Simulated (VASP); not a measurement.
Level of theory: PBEsol GGA, VASP's PBE PAW potentials (set 64) (plane waves; VASP).

VASP ran on this input.

### INCAR
```
SYSTEM = Cd3ZnS4
PREC = Accurate; ENCUT = 400; LREAL = .FALSE.
LASPH = .TRUE.; ICHARG = 11
EDIFF = 1E-7; NELM = 100; ALGO = Normal
LMAXMIX = 4
ISMEAR = 0; SIGMA = 0.05
GGA = PS
LWAVE = .FALSE.; LCHARG = .FALSE.; LORBIT = 11
```

File POSCAR:
```
Cd3ZnS4
1.0
  4.0577340251  -6.9852021199  -0.0065409925
  2.0102474360   3.4818508338   0.0000000003
 -0.0053302687   0.0030774326   6.5902254729
Zn Cd S
1 3 4
Cart
  2.0155811970  -1.1637011738   3.2941256025
  2.0560072100   1.1341974536   0.0327085506
  4.0669510637  -4.6692942647   3.2736058437
  4.0021929029  -2.3106628741   0.0058423307
  2.0034118969  -1.1566752240   5.6162519117
  2.1231045106   1.0954588025   2.5581548669
  4.0642154984  -4.6677148851   5.7927477426
  3.9217710983  -2.2642313163   2.5189101277
```

File KPOINTS:
```
k-points along high-symmetry lines
9
Line-mode
Reciprocal
  0.000000   0.000000   0.000000 ! GAMMA
  0.500000  -0.500000   0.000000 ! Z

  0.500000  -0.500000   0.000000 ! Z
  1.000000  -0.500000   0.000000 ! D

  1.000000  -0.500000   0.000000 ! D
  0.500000   0.000000   0.000000 ! B

  0.500000   0.000000   0.000000 ! B
  0.000000   0.000000   0.000000 ! GAMMA

  0.000000   0.000000   0.000000 ! GAMMA
  0.500000   0.000000  -0.500000 ! A

  0.500000   0.000000  -0.500000 ! A
  1.000000  -0.500000  -0.500000 ! E

  1.000000  -0.500000  -0.500000 ! E
  0.500000  -0.500000   0.000000 ! Z

  0.500000  -0.500000   0.000000 ! Z
  0.500000  -0.500000  -0.500000 ! C_2

  0.500000  -0.500000  -0.500000 ! C_2
  0.000000   0.000000  -0.500000 ! Y_2

  0.000000   0.000000  -0.500000 ! Y_2
  0.000000   0.000000   0.000000 ! GAMMA
```

POTCAR, in this order: Zn Cd S (PBE.64 set). Program: vasp_std. Read from the step before: CHGCAR.

The resulting files:

### OSZICAR
```
       N       E                     dE             d eps       ncg     rms          rms(c)
DAV:   1     0.509845085182E+03    0.50985E+03   -0.30164E+04  7740   0.138E+03
DAV:   2     0.181818464875E+02   -0.49166E+03   -0.47853E+03  8199   0.370E+02
DAV:   3    -0.263472897550E+02   -0.44529E+02   -0.43958E+02  8888   0.112E+02
DAV:   4    -0.275219749852E+02   -0.11747E+01   -0.11708E+01  9023   0.178E+01
DAV:   5    -0.275413811659E+02   -0.19406E-01   -0.19392E-01  9036   0.227E+00
DAV:   6    -0.275418903432E+02   -0.50918E-03   -0.50906E-03  8872   0.376E-01
DAV:   7    -0.275419089728E+02   -0.18630E-04   -0.18627E-04  9079   0.649E-02
DAV:   8    -0.275419097154E+02   -0.74258E-06   -0.74253E-06  8969   0.126E-02
DAV:   9    -0.275419097488E+02   -0.33415E-07   -0.33424E-07  7458   0.236E-03
   1 F= -.27541910E+02 E0= -.27541910E+02  d E =-.488363E-12
```

File OUTCAR:
```
 val. band max:        1.5482603403   @ k =   0.0000   0.0000   0.0000

 cond. band min:       2.7571091553   @ k =   0.0000   0.0000   0.0000



 k-point     1 :       0.0000    0.0000    0.0000
  band No.  band energies     occupation
      1     -11.1597      2.00000
      2     -10.5695      2.00000
      3     -10.5298      2.00000
      4     -10.3729      2.00000
      5      -6.2168      2.00000
      6      -6.2159      2.00000
      7      -6.2117      2.00000
      8      -6.1375      2.00000
      9      -6.0720      2.00000
     10      -6.0282      2.00000
     11      -5.9987      2.00000
     12      -5.8738      2.00000
     13      -5.8056      2.00000
     14      -5.7653      2.00000
     15      -5.7539      2.00000
     16      -5.7169      2.00000
     17      -5.6750      2.00000
     18      -5.6669      2.00000
     19      -5.3785      2.00000
     20      -4.6387      2.00000
     21      -4.4745      2.00000
     22      -4.4481      2.00000
     23      -4.3721      2.00000
     24      -4.3611      2.00000
     25      -3.3138      2.00000
     26      -2.9452      2.00000
     27      -2.2429      2.00000
     28      -1.3951      2.00000
     29      -0.5788      2.00000
     30       0.0150      2.00000
     31       0.6024      2.00000
     32       0.6453      2.00000
     33       0.8432      2.00000
     34       1.4085      2.00000
     35       1.5076      2.00000
     36       1.5483      2.00000
     37       2.7571      0.00000
     38       4.2593      0.00000
     39       5.1141      0.00000
     40       5.3897      0.00000
     41       6.4798      0.00000
     42       7.7835      0.00000
     43       7.8532      0.00000

 k-point     2 :       0.0625   -0.0625    0.0000
  band No.  band energies     occupation
      1     -11.1457      2.00000
      2     -10.5625      2.00000
      3     -10.5242      2.00000
      4     -10.3733      2.00000
      5      -6.2151      2.00000
      6      -6.2086      2.00000
...
```

The density is held fixed in this step, so its total energy and stress have no physical meaning.

The structure was generated: Cd3ZnS4 was put into an ordered model structure (Pm), which need not be its known phase. It was relaxed first.
